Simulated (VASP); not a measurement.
A cell of Co (hcp) near equilibrium:

```
Co
1.0
    1.22705    -2.12531     0.00000
    1.22705     2.12531     0.00000
    0.00000     0.00000     3.95823
Co
2
Direct
  0.33333   0.66667   0.25000
  0.66667   0.33333   0.75000
```
Starting moments (μB, in the order of the record's atoms Co Co): 1.6 1.6.

Computed with PBEsol GGA, VASP's PBE PAW potentials (set 64) (plane waves; VASP).

```
run               ΔE (meV/atom)    σxx    σyy   σzz  largest shear component, with its sign (GPa)  largest force (eV/Å)  moment (μB)
----------------  -------------  -----  -----  ----  --------------------------------------------  --------------------  -----------
as it is                    0.0  -0.11  -0.11  0.42                                          0.00                 0.000         3.12
after one change            7.7  -0.16   0.10  1.13                                          2.08                 0.294         3.12
```
Stress is in GPa, positive when the cell is compressed.

Name the change that produced these shifts.
A) uniaxial strain of +1.5 % along z
B) atom 2 (Co) moved by 0.050 Å along x
C) atom 1 (Co) moved by 0.100 Å along x
D) biaxial strain of +0.5 % in the yz plane

C, atom 1 (Co) moved by 0.100 Å along x

The compound is Co in the hcp structure. The spin order is the one that the start imposed; others were not tried in this run.
